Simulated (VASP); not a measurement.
Data:

```xyz
5
Lattice="3.9095 0.0000 0.0000 0.0000 3.9095 0.0000 0.0000 0.0000 4.0169" Properties=species:S:1:pos:R:3 pbc="T T T"
Ba     0.0000     0.0000     0.0133
Ti     1.9548     1.9548     2.0931
O      1.9548     1.9548     3.9008
O      3.9095     1.9548     1.9452
O      1.9548     0.0000     1.9452
```

Computed with rev-vdW-DF2, VASP's PBE PAW potentials (set 64) (plane waves; VASP). Run with 520 eV cut-off, 6×6×6 Γ-centred mesh, Gaussian smearing of 0.050 eV, potentials Ba_sv Ti_sv O.

Problem. The ions and cell shape at fixed volume are relaxed. Predict the relaxed structure.

Solution. 
```xyz
5
Lattice="3.9406 0.0000 0.0000 0.0000 3.9406 0.0000 0.0000 0.0000 3.9538" Properties=species:S:1:pos:R:3 pbc="T T T"
Ba     0.0000     0.0000     3.9367
Ti     1.9703     1.9703     1.9905
O      1.9703     1.9703     3.9010
O      0.0000     1.9703     1.9339
O      1.9703     0.0000     1.9339
```
Space group P4mm (99), at a tolerance of 0.03 Å.

Problem. How much energy does the relaxation gain?

Solution. The energy (σ→0) changes by -6.5 meV/atom, in 10 ionic steps.

The compound is BaTiO3 in the tetragonal perovskite structure. This cell is one point of a volume scan, at 0.94 of the reference volume. Symmetry was kept, so distortions that lower it aren't found.
